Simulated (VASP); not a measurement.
Method: PBEsol GGA, VASP's PBE PAW potentials (set 64) (plane waves; VASP 6.6.1).

The input files of a VASP run:

KPOINTS:
```
Automatic mesh
0
gamma
3 3 6
```

### INCAR
```
PREC=Accurate
IBRION=2
LWAVE=.FALSE.
EDIFF=1E-6   # SCF stop (eV)
SYSTEM=Ga4As3Sb
LCHARG=.FALSE.
ISIF=3
LMAXMIX=4   # l cut-off of mixed one-centre charges
NSW=60
GGA=PS   # PBEsol
NELM=100   # most electronic steps
ALGO=Normal   # blocked Davidson
LREAL=.FALSE.
LASPH=.TRUE.
ENCUT=400   # plane-wave cut-off (eV)
ISMEAR=0
SIGMA=0.05   # width (eV)
EDIFFG=-0.02   # ionic stop
```

### POSCAR
```
Ga4As3Sb
1
    0.0021352170     5.7840962998     5.7638182951
    5.7840962998     0.0021352170     5.7638182951
    2.8931157584     2.8931157584     0.0000000000
Ga Sb As
4 1 3
Direct
  0.9899344852   0.9899344852   0.0201310296
  0.9944005855   0.5142883674   0.9913110471
  0.5142883674   0.9944005855   0.9913110471
  0.5006813019   0.5006813019   0.9986373963
  0.1255609559   0.1255609559   0.2488780882
  0.1248266317   0.6250766965   0.2500966718
  0.6250766965   0.1248266317   0.2500966718
  0.6252309759   0.6252309759   0.2495380481
```

POTCAR, in this order: Ga_d Sb As (PBE.64 set). Program: vasp_std.

Output of the run:

**OSZICAR**
```
       N       E                     dE             d eps       ncg     rms          rms(c)
DAV:   1     0.549328015005E+03    0.54933E+03   -0.28709E+04  1403   0.198E+03
DAV:   2     0.508791187254E+02   -0.49845E+03   -0.48791E+03  1504   0.506E+02
DAV:   3    -0.307679750326E+02   -0.81647E+02   -0.79690E+02  1589   0.157E+02
DAV:   4    -0.356560586478E+02   -0.48881E+01   -0.48476E+01  1666   0.398E+01
DAV:   5    -0.358032140420E+02   -0.14716E+00   -0.14687E+00  1682   0.659E+00    0.612E+00
DAV:   6    -0.352190826599E+02    0.58413E+00   -0.10412E+00  1859   0.130E+01    0.359E+00
DAV:   7    -0.351039009442E+02    0.11518E+00   -0.57505E-01  1656   0.429E+00    0.928E-01
DAV:   8    -0.351003241762E+02    0.35768E-02   -0.12685E-01  1763   0.402E+00    0.247E-01
DAV:   9    -0.351006381169E+02   -0.31394E-03   -0.13150E-02  1842   0.136E+00    0.844E-02
DAV:  10    -0.351009294556E+02   -0.29134E-03   -0.17299E-03  1596   0.358E-01    0.534E-02
DAV:  11    -0.351010681955E+02   -0.13874E-03   -0.46081E-04  1552   0.251E-01    0.138E-02
DAV:  12    -0.351010700473E+02   -0.18518E-05   -0.66361E-05  1621   0.121E-01    0.810E-03
DAV:  13    -0.351010700377E+02    0.96479E-08   -0.26151E-05  2104   0.365E-02    0.436E-03
DAV:  14    -0.351010708959E+02   -0.85825E-06   -0.45497E-06  1280   0.185E-02
   1 F= -.35101071E+02 E0= -.35100919E+02  d E =-.351011E+02
       N       E                     dE             d eps       ncg     rms          rms(c)
DAV:   1    -0.351053170214E+02   -0.42470E-02   -0.10921E-01  1631   0.205E+00    0.376E-01
DAV:   2    -0.351032104825E+02    0.21065E-02   -0.94541E-03  1594   0.108E+00    0.215E-01
DAV:   3    -0.351019375659E+02    0.12729E-02   -0.23726E-03  1863   0.382E-01    0.356E-02
DAV:   4    -0.351019806773E+02   -0.43111E-04   -0.67205E-04  1468   0.201E-01    0.134E-02
DAV:   5    -0.351019785708E+02    0.21065E-05   -0.53167E-05  1840   0.795E-02    0.666E-03
DAV:   6    -0.351019782302E+02    0.34062E-06   -0.11044E-05  1497   0.418E-02    0.185E-03
DAV:   7    -0.351019784962E+02   -0.26601E-06   -0.35767E-06  1092   0.138E-02
   2 F= -.35101978E+02 E0= -.35101875E+02  d E =-.907600E-03
       N       E                     dE             d eps       ncg     rms          rms(c)
DAV:   1    -0.351021802761E+02   -0.20205E-03   -0.52667E-03  1628   0.447E-01    0.827E-02
DAV:   2    -0.351020775664E+02    0.10271E-03   -0.44997E-04  1604   0.241E-01    0.473E-02
DAV:   3    -0.351020149877E+02    0.62579E-04   -0.11425E-04  1796   0.851E-02    0.764E-03
DAV:   4    -0.351020175922E+02   -0.26045E-05   -0.37735E-05  1479   0.445E-02    0.301E-03
DAV:   5    -0.351020173773E+02    0.21489E-06   -0.19402E-06  1082   0.185E-02
   3 F= -.35102017E+02 E0= -.35101923E+02  d E =-.946481E-03
       N       E                     dE             d eps       ncg     rms          rms(c)
DAV:   1    -0.351031826077E+02   -0.11650E-02   -0.52245E-02  1607   0.123E+00    0.215E-01
DAV:   2    -0.351027046646E+02    0.47794E-03   -0.21813E-03  1939   0.396E-01    0.127E-01
DAV:   3    -0.351023584840E+02    0.34618E-03   -0.33852E-04  2001   0.188E-01    0.702E-03
DAV:   4    -0.351023689479E+02   -0.10464E-04   -0.11417E-04  1470   0.851E-02    0.501E-03
DAV:   5    -0.351023686366E+02    0.31130E-06   -0.29580E-06  1418   0.158E-02
   4 F= -.35102369E+02 E0= -.35102316E+02  d E =-.351259E-03
```

**OUTCAR**
```
------------------------ aborting loop because EDIFF is reached ----------------------------------------
  FORCE on cell =-STRESS in cart. coord.  units (eV):
  Direction    XX          YY          ZZ          XY          YZ          ZX
  --------------------------------------------------------------------------------------
  Total       -0.0206186     -0.0206186      0.0370668      0.0080528      0.0000000     -0.0000000
  in kB       -0.1711264     -0.1711264      0.3076400      0.0668347      0.0000000     -0.0000000
  external PRESSURE =      -0.0115376 kB  Pullay stress =       0.0000000 kB
  volume of cell :      193.04
      direct lattice vectors                 reciprocal lattice vectors
    -0.007590412  5.776805447  5.784669673    -0.086439451  0.086439451  0.086435359
     5.776805447 -0.007590412  5.784669673     0.086439451 -0.086439451  0.086435359
     2.884607518  2.884607518 -0.000000000     0.173333806  0.173333806 -0.172870718
 POSITION                                       TOTAL-FORCE (eV/Angst)
 -----------------------------------------------------------------------------------
      5.76922      5.76922     11.45415         0.000000      0.000000     -0.011842
      5.82217      8.60087      8.72483         0.001360     -0.001360     -0.002883
      8.60087      5.82217      8.72483        -0.001360      0.001360     -0.002883
      5.76922      5.76922      5.79406         0.000000      0.000000     -0.002168
      1.44230      1.44230      1.45500         0.000000      0.000000     -0.001821
      4.32992      1.43929      4.33810         0.001509     -0.001509      0.006300
      1.43929      4.32992      4.33810        -0.001509      0.001509      0.006300
      4.32691      4.32691      7.23297        -0.000000     -0.000000      0.008997
 -----------------------------------------------------------------------------------
    total drift:                                0.000046      0.000046      0.002537
  FREE ENERGIE OF THE ION-ELECTRON SYSTEM (eV)
  ---------------------------------------------------
  free  energy   TOTEN  =       -35.1023686366 eV

  energy  without entropy=      -35.1022633340  energy(sigma->0) =      -35.10231599

 reached required accuracy - stopping structural energy minimisation
```
(Selected blocks of OUTCAR.)

**CONTCAR**
```
Ga4As3Sb
   1.00000000000000
    -0.0075904119442146    5.7768054474785950    5.7846696732417362
     5.7768054474785950   -0.0075904119442146    5.7846696732417362
     2.8846075177671904    2.8846075177671904   -0.0000000000000000
  Ga              Sb              As
     4     1     3
Direct
     0.9900433849774929    0.9900433849774929    0.0199132300450215
     0.9943235137117081    0.5139445664172764    0.9917319198710154
     0.5139445664172764    0.9943235137117081    0.9917319198710154
     0.5008113459731415    0.5008113459731415    0.9983773081537188
     0.1257631640864699    0.1257631640864699    0.2484736718270603
     0.1251002067254485    0.6248295087072807    0.2500702845672779
     0.6248295087072807    0.1251002067254485    0.2500702845672779
     0.6251843094011962    0.6251843094011962    0.2496313810976129
```

The structure was generated: Ga4As3Sb was put into an ordered model structure (Amm2), which need not be its known phase. This run relaxes it. Symmetry was kept, so distortions that lower it aren't found. The start is the result of an earlier pass.
